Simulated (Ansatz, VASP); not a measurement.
# SnTe: VASP beside Ansatz

Aim: how closely do two programs agree when they are given the same cell, functional and k mesh? The cell is taken from a series of VASP runs on this material, whose earlier steps may have relaxed, scaled or displaced it; both programs get it as it stands.

Main program and level: Ansatz 0.2.0; plane waves, with VASP 6.6.1 beside it; relaxation of cell and atoms at LDA and relaxation of cell and atoms at r2SCAN.

### Step 1. Set-up

It takes space group Fm-3m (No. 225, cubic). Conventional cell: a = 6.237 Å, b = 6.237 Å, c = 6.237 Å, α = 90.00°, β = 90.00°, γ = 90.00°. Nearest to Te lie 6 Sn at 3.12 Å. Nearest to Sn lie 6 Te at 3.12 Å. Farther neighbours and most contacts between anions are not listed.

### Step 2. VASP: relaxation of cell and atoms, LDA

The relaxed volume is the usual yardstick between codes: its relative difference is about their pressure difference at one cell divided by the bulk modulus.

Lines of VASP's logs that name or quote its potential files are left out, and so is its time.

INCAR

```
SYSTEM = SnTe
PREC = Accurate
ENCUT = 450
EDIFF = 1E-06
NELM = 100
ISMEAR = 0
SIGMA = 0.03
LREAL = .FALSE.
ALGO = Normal
GGA = CA
NBANDS = 16
LORBIT = 11
LWAVE = .FALSE.
LCHARG = .FALSE.
KPAR = 4
IBRION = 2
NSW = 50
ISIF = 3
EDIFFG = -0.006
```

POSCAR

```
SnTe
1.0
    0.0000000000      3.1186741575      3.1186741575
    3.1186741575      0.0000000000      3.1186741575
    3.1186741575      3.1186741575      0.0000000000
Te Sn
1 1
Direct
    0.5000000000      0.5000000000      0.5000000000
    0.0000000000      0.0000000000      0.0000000000
```

KPOINTS

```
Automatic mesh
0
Gamma
6 6 6
0 0 0
```

The projector-augmented-wave data sets are Te and Sn_d (LDA family, release 64).

Command:

```sh
> mpirun -np 4 vasp_std
```

Numbers of over 12 decimals in the logs are rounded to 6 here.

Output:

```text
[banner, memory and clock lines left out]
running    4 mpi-ranks, on    1 nodes
 distrk:  each k-point on    1 cores,    4 groups
 distr:  one band on    1 cores,    1 groups

 POSCAR found type information on POSCAR TeSn
 POSCAR found :  2 types and       2 ions
 LDA part: xc-table for (Slater(with rela. corr.)+CA(PZ))
 , standard interpolation
 POSCAR, INCAR and KPOINTS ok, starting setup
 FFT: planning ... GRIDC
 FFT: planning ... GRID_SOFT
 FFT: planning ... GRID
 WAVECAR not read
 entering main loop
       N       E                     dE             d eps       ncg     rms          rms(c)
DAV:   1     0.116528121603E+03    0.11653E+03   -0.88732E+03   520   0.132E+03
DAV:   2     0.906728638829E+00   -0.11562E+03   -0.11292E+03   576   0.332E+02
DAV:   3    -0.863352050146E+01   -0.95402E+01   -0.94503E+01   656   0.861E+01
DAV:   4    -0.888134604580E+01   -0.24783E+00   -0.24776E+00   624   0.151E+01
DAV:   5    -0.889236124202E+01   -0.11015E-01   -0.11015E-01   752   0.296E+00    0.555E+00
DAV:   7    -0.883543321575E+01    0.45675E-02   -0.42798E-02   680   0.116E+00    0.641E-01
DAV:   8    -0.883435151861E+01    0.10817E-02   -0.73894E-03   616   0.712E-01    0.162E-01
DAV:   9    -0.883439438795E+01   -0.42869E-04   -0.56207E-04   680   0.222E-01    0.640E-02
DAV:  10    -0.883437172189E+01    0.22666E-04   -0.80810E-05   680   0.850E-02    0.260E-02
DAV:  11    -0.883437246565E+01   -0.74376E-06   -0.16415E-05   664   0.350E-02    0.715E-03
DAV:  12    -0.883437213961E+01    0.32604E-06   -0.16809E-06   504   0.141E-02
   1 F= -.88343721E+01 E0= -.88343721E+01  d E =-.883437E+01
 curvature:   0.00 expect dE= 0.000E+00 dE for cont linesearch  0.000E+00
 trial: gam= 0.00000 g(F)=  0.422E-62 g(S)=  0.423E-07 ort = 0.000E+00 (trialstep = 0.100E+01)
 search vector abs. value=  0.424E-07
 reached required accuracy - stopping structural energy minimisation
```

Parts of OUTCAR (step 2):

```text
ion  position               nearest neighbor table
   1  0.500  0.500  0.500-   2 3.12   2 3.12   2 3.12   2 3.12   2 3.12   2 3.12
   2  0.000  0.000  0.000-   1 3.12   1 3.12   1 3.12   1 3.12   1 3.12   1 3.12

  LATTYP: Found a face centered cubic cell.
 ALAT       =     6.2373483150

 Subroutine GETGRP returns: Found 48 space group operations
 (whereof 48 operations were pure point group operations)

The static configuration has the point symmetry O_h .

 Found     16 irreducible k-points:

   k-points           NKPTS =     16   k-points in BZ     NKDIM =     16   number of bands    NBANDS=     16

   dimension x,y,z NGX =    32 NGY =   32 NGZ =   32
   dimension x,y,z NGXF=    64 NGYF=   64 NGZF=   64

   ENCUT  =  450.0 eV  33.07 Ry    5.75 a.u.   7.63  7.63  7.63*2*pi/ulx,y,z

   NELECT =      20.0000    total number of electrons

 k-points in reciprocal lattice and weights: Automatic mesh
   0.00000000  0.00000000  0.00000000       0.005
   0.16666667  0.00000000  0.00000000       0.037
   0.33333333  0.00000000  0.00000000       0.037
   0.50000000  0.00000000  0.00000000       0.019
   0.16666667  0.16666667  0.00000000       0.028
   0.33333333  0.16666667  0.00000000       0.111
   0.50000000  0.16666667  0.00000000       0.111
  -0.33333333  0.16666667  0.00000000       0.111
  -0.16666667  0.16666667  0.00000000       0.056
[...]
-0.33333333  0.33333333  0.16666667       0.111
  -0.33333333  0.50000000  0.16666667       0.056

 average (electrostatic) potential at core
       1 -88.3966       2-100.0650

 E-fermi :   7.1615

 k-point     1 :       0.0000    0.0000    0.0000
  band No.  band energies     occupation
    ...
      6      -5.9222      2.00000
      7       2.4555      2.00000
      8       4.9213      2.00000
      9       4.9213      2.00000
     10       4.9213      2.00000
     11      10.4769      0.00000
     12      10.4769      0.00000
     13      10.4769      0.00000
     14      11.8520      0.00000
     15      11.8520      0.00000
    ...

 k-point     2 :       0.1667    0.0000    0.0000
  band No.  band energies     occupation
    ...
      6      -5.6797      2.00000
      7       1.2546      2.00000
      8       4.9670      2.00000
      9       4.9670      2.00000
     10       5.7204      2.00000
     11       9.4052      0.00000
     12       9.4052      0.00000
     13       9.4579      0.00000
     14      11.8174      0.00000
     15      12.4212      0.00000
    ...

 k-point     3 :       0.3333    0.0000    0.0000
  band No.  band energies     occupation
    ...
      6      -5.0427      2.00000
      7      -0.5146      2.00000
      8       5.1332      2.00000
      9       5.1332      2.00000
     10       6.5162      2.00000
     11       8.0211      0.00000
     12       8.0211      0.00000
     13       8.1116      0.00000
     14      12.9655      0.00000
     15      13.9682      0.00000
    ...

  Total        0.0007649      0.0007649      0.0007649     -0.0000000      0.0000000     -0.0000000
  in kB        0.0202018      0.0202018      0.0202018     -0.0000000      0.0000000     -0.0000000
  external PRESSURE =       0.0202018 kB  Pullay stress =       0.0000000 kB

  energy-cutoff  :      450.00
  volume of cell :       60.67
      direct lattice vectors                 reciprocal lattice vectors
     0.000000000  3.118674158  3.118674158    -0.160324540  0.160324540  0.160324540
     3.118674158  0.000000000  3.118674158     0.160324540 -0.160324540  0.160324540
     3.118674158  3.118674158  0.000000000     0.160324540  0.160324540 -0.160324540

 POSITION                                       TOTAL-FORCE (eV/Angst)
 -----------------------------------------------------------------------------------
      3.11867      3.11867      3.11867        -0.000000      0.000000      0.000000
      0.00000      0.00000      0.00000         0.000000     -0.000000      0.000000
 -----------------------------------------------------------------------------------
    total drift:                                0.000000     -0.000000     -0.000000

  FREE ENERGIE OF THE ION-ELECTRON SYSTEM (eV)
  ---------------------------------------------------
  free  energy   TOTEN  =        -8.8343721396 eV

  energy  without entropy=       -8.8343721357  energy(sigma->0) =       -8.83437214

 reached required accuracy - stopping structural energy minimisation

 total charge
# of ion       s       p       d       tot
------------------------------------------
    1        1.399   1.967   0.035   3.401
    2        1.365   0.783   9.987  12.135
--------------------------------------------------
tot          2.764   2.750  10.021  15.536

[... 3 further parts left out ...]
```

The run keeps the 48 symmetry operations of its start, so it cannot find a distortion of lower symmetry.

### Step 3. Ansatz: relaxation of cell and atoms, LDA

Ansatz runs on its default PAW (the set named soft_2) files.

The same cell, functional (in two slightly different forms), mesh and smearing now go to Ansatz, which takes its cutoff from its data sets.

input.yaml

```yaml
crystal:
  lattice:
    - [0.0, 3.1186741575, 3.1186741575]
    - [3.1186741575, 0.0, 3.1186741575]
    - [3.1186741575, 3.1186741575, 0.0]
  atoms:
    - { symbol: Te, position: [0.5, 0.5, 0.5] }
    - { symbol: Sn, position: [0.0, 0.0, 0.0] }
hamiltonian:
  xc: lda
  pseudopotentials: { kind: paw }
kpoints:
  mp_grid: { grid: [6, 6, 6] }
scf:
  occupations: { method: gaussian, width: 0.03 }
relax:
  f_tol: 0.01
  max_steps: 60
  cell: { stress_tol: 0.05 }
output:
  forces: true
  stress: true
  write_density: true
  write_potential: true
  elf: true
  volumetric_format: npy
```

Command:

```sh
> ansatz run input.yaml --threads 4 --pin off --max-ram 9216MiB --backend cpu --events-out ev --progress --plain --runs-dir out
```

Output:

```text
Engine: ansatz 0.2.0, aarch64-unknown-linux-gnu
Pseudopotentials: kind: paw
Pseudopotential: Te, paw, valence charge 16, recommended cutoff 420 eV (normal), Te.paw.azcp
Pseudopotential: Sn, paw, valence charge 14, recommended cutoff 420 eV (normal), Sn.paw.azcp
Functional definition: SPW92
  exchange = slater_x
  correlation = pw_c
Crystal: 2 atoms, lattice volume = 60.665 Å³
Basis set: ecut = 420 eV, 1243 PW (Γ)
Bands: 19, of which v1, the nominal top of the filled ones, is band 15 counted from 1 (14 counted from 0)
Symmetry: 48 space group operations
Space group: Fm-3m (ITA 225), of the structure as read, at distance tolerance 3.9e-5 Å
k-points: 16 of 216
Non-local potential: Te, projectors of the file, l = 0: 2, l = 1: 2, l = 2: 2, l = 3: 2
Non-local potential: Sn, projectors of the file, l = 0: 2, l = 1: 2, l = 2: 2, l = 3: 2
PAW form: soft (Blöchl's): semilocal exchange-correlation on the pseudo side does not see the compensation charge
PAW frozen core: Te, regenerated for the run's functional, and the local potential with it (the file was generated under x = pbe(κ = 0.804, μ = 0.219515), c = pbe(β = 0.066725))
PAW frozen core: Sn, regenerated for the run's functional, and the local potential with it (the file was generated under x = pbe(κ = 0.804, μ = 0.219515), c = pbe(β = 0.066725))
PAW one-centre angular grid: Te, 590 points (default); XC on 64 Gauss nodes
PAW one-centre angular grid: Sn, 590 points (default); XC on 64 Gauss nodes
Initial density: superposition of atomic densities (neutral atoms: chi_scale 0, normalization atom), corrected by the library's trained network
Initial wavefunctions: pseudopotential atomic-orbital guess
Functional: x = slater, c = lda
SCF iter   1: F=—  HF=-12707.284232 eV  |F-HF|=—  |Δ(HF+E_count)|=         —  Δρ=5.53e-3  dr2=7.61e-3  ethr=1.77e-3  ⟨swp⟩=6.9  Hψ=1637  notcnv=0
preconditioner: auto → none  [insulator: Δε(μ)=0.195 eV  Ē_g=8.812 eV  σ=0.030 eV  W_gap=1.00  n_scr=14 (ndim 8)  ℏωp=15.1 eV  f_vac=0.007  D(μ)=0.00/eV (n_scr^D=0)  ε∞_Penn≈3.9]
SCF iter   2: F=—  HF=-12707.279145 eV  |F-HF|=—  |Δ(HF+E_count)|=   5.09e-3  Δρ=2.07e-3  dr2=1.07e-3  ethr=2.54e-5  ⟨swp⟩=2.0  Hψ=656  notcnv=0
SCF iter   3: F=—  HF=-12707.278842 eV  |F-HF|=—  |Δ(HF+E_count)|=   3.03e-4  Δρ=2.96e-4  dr2=3.24e-5  ethr=3.56e-6  ⟨swp⟩=2.1  Hψ=532  notcnv=0
SCF iter   4: F=—  HF=-12707.278838 eV  |F-HF|=—  |Δ(HF+E_count)|=   4.57e-6  Δρ=4.97e-5  dr2=1.83e-6  ethr=1.08e-7  ⟨swp⟩=3.0  Hψ=498  notcnv=0
iter 5 did not close the SCF: its close was put off for the readings that it lacked (scf_convergence_deferred on its scf_iter line)
SCF iter   5: F=-12707.278837 eV  HF=-12707.278837 eV  |F-HF|=2.41e-8  |Δ(HF+E_count)|=   6.18e-7  Δρ=1.03e-5  dr2=6.86e-8  ethr=6.09e-9  ⟨swp⟩=2.0  Hψ=544  notcnv=0
SCF iter   6: F=-12707.278837 eV  HF=-12707.278837 eV  |F-HF|=3.33e-10  |Δ(HF+E_count)|=   5.85e-9  Δρ=1.11e-6  dr2=2.56e-10  ethr=2.29e-10  ⟨swp⟩=6.7  Hψ=1786  notcnv=0
SCF 1 converged in 6 iterations: F = -12707.278837 eV  dr2 = 2.56e-10
  greatest PAW one-centre occupation: 0.999 electrons in one spin orbital (limit 2), on the Te atom at site 0 (counted from 0), in its partial waves of l = 2
relax step   1: F+E_penalty+E_count = -12707.27883729 eV  Δ(F+E_penalty+E_count) = +0.000e0 eV  max|allowed force component| = 1.992e-29 eV/Å  Δτ_max = 0.0000 Å  P = -0.090 GPa  Ω = 60.665 Å³  (6 SCF iters, dr2 threshold 1.00e-7 eV, accepted)
[...]
relax step   2: F+E_penalty+E_count = -12707.27889174 eV  Δ(F+E_penalty+E_count) = -5.445e-5 eV  max|allowed force component| = 9.039e-30 eV/Å  Δτ_max = 0.0000 Å  P = +0.045 GPa  Ω = 60.509 Å³  energy of the carried Pulay correction = +3.273e-5 eV  (6 SCF iters, accepted)
[...]
relax step   3: F+E_penalty+E_count = -12707.27887304 eV  Δ(F+E_penalty+E_count) = +1.870e-5 eV  max|allowed force component| = 1.118e-29 eV/Å  Δτ_max = 0.0000 Å  P = +0.045 GPa  Ω = 60.509 Å³  stress off target by 4.55e-2 GPa  SCF on the basis re-selected at this cell (its energy is not comparable with the rows above)  (7 SCF iters)
basis re-selected at this cell: Δ(F+E_penalty+E_count) = +1.870e-5 eV, ΔP = +0.000 GPa vs the last step (what re-selecting the basis moved, of the pressure what is left beyond the Pulay correction that the steps carried, after the strain that the cell walked since its last selection, with what the two solves' SCF thresholds leave and, on support functions, any second-order correction that the steps lacked; it is no m [...]
SCF converged after 7 iterations
Free energy (F): -12707.278873 eV
Harris-Foulkes:  -12707.278873 eV  (|F-HF|=1.82e-12)
Internal energy: -12707.278873 eV  (E = F + TS)
E sigma→0 (E₀):  -12707.278873 eV
Fermi energy:    9.883639 eV
--- Per-component energies (eV) ---
  E_band       = -348.374070
  E_kinetic    = 369.304990
  E_local      = -2113.611001  (includes V_loc(G=0)·N_el)
  E_nonlocal   = -333.092563
  E_hartree    = 1333.395997
  E_xc         = -504.170823
  E_vxc        = -204.853072  (∫ρ·V_xc dr)
  E_paw        = -8501.987653  (= ΣΔE_a)
  E_vpaw       = -732.914214  (= ΣTr[D̂ρ^β])
  E_aug_tail   = -0.000204  (compensation charges beyond the density's cutoff)
  E_ewald      = -2958.221176
  E_core_change = 1.103559  (= ΣΔE_core)
  E_smearing   = -0.000000  (= −TS)
  E_closure    = 0.000000  (closes the sum)
  Σ components = -12707.278873   (vs F -12707.278873, Δ=0.00e0)
--- Forces (eV/Å), atoms counted from 1 ---
  atom   1  Te     0.00000000    -0.00000000    -0.00000000
  atom   2  Sn    -0.00000000     0.00000000     0.00000000
  max |Σ_I F_I| component: 1.97e-29 eV/Å
--- Stress (GPa, compression-positive) ---
        0.045492      -0.000000      -0.000000
       -0.000000       0.045492      -0.000000
       -0.000000       0.000000       0.045492
  P = ⅓ Tr σ = 0.0455 GPa (0.455 kbar)
--- Band table (eV; the first three rows and the last of 16) ---
  k-point 0: bands = [... 11 lower, 5.1386, 7.6509, 7.6509, 7.6509, 13.2165, 13.2165, 13.2165, 14.6374]
  k-point 1: bands = [... 11 lower, 3.9491, 7.6967, 7.6967, 8.4401, 12.1494, 12.1494, 12.1932, 14.5829]
  k-point 2: bands = [... 11 lower, 2.1868, 7.8630, 7.8630, 9.2351, 10.7626, 10.7626, 10.8389, 15.7256]
  k-point 15: bands = [... 11 lower, 2.4765, 4.4277, 5.3411, 7.9124, 11.9864, 13.2597, 15.3469, 15.5507]
--- Relaxed structure (2 steps of the walk, 2 accepted, 1 SCFs on fresh bases) ---
  F+E_penalty+E_count = -12707.27887304 eV   max|allowed force component| = 1.118e-29 eV/Å   (the final SCF, on the basis selected at the relaxed cell)
  cell:  # Å, volume = 60.5086 Å³
    - [0, 3.115988, 3.115988]
    - [3.115988, 0, 3.115988]
    - [3.115988, 3.115988, 0]
  atoms:
    - { symbol: Te, position: [0.5, 0.5, 0.5] }
    - { symbol: Sn, position: [0, 0, 0] }
```

Run time: 2.4 s. Hardware: 4 threads of Arm Neoverse N1, shared host; peak memory 0.33 GiB; 7.3 s of CPU time.

### Step 4. Side by side

Known differences besides the potentials themselves: the two LDA forms differ slightly; both relaxations stop at a tolerance, which leaves soft axes loose, and VASP keeps its plane-wave basis; the data sets hold 30 valence electrons in Ansatz (default PAW (the set named soft_2) files) and 20 in VASP; the cutoff is 420 eV in Ansatz and 450 eV in VASP; VASP's log shows a relativistic correction to its local exchange, Ansatz's none; Ansatz adds a Pulay correction to the stress that steers its cell, VASP none. Total energies have different zeros and are not compared.

The two programs side by side:

```
                                         quantity  Ansatz   VASP  difference
                                      volume (Å³)   60.51  60.67     -0.26 %
edge a after relaxation, in the typed setting (Å)   4.407  4.410     -0.09 %
```

The walks stopped with 0.05 GPa left in Ansatz and 0.00 GPa in VASP; each walk ends within a tolerance, so the volume difference is uncertain by about these residues over the bulk modulus, most in soft cells.

(Continued in part 2 of 2.)

[Lines on the potential files, build, host, timing and source positions are cut from VASP's logs without a mark.]

[Logs are printed without paths, hosts, clocks, repeated set-up lines and the standing remarks that a program may print on its own settings, such as how far it seeks lower states.]

[Hosts, paths, dates, database ids (printed as entryN), source tags and the programs' standing remarks are cut or masked in the printed files.]
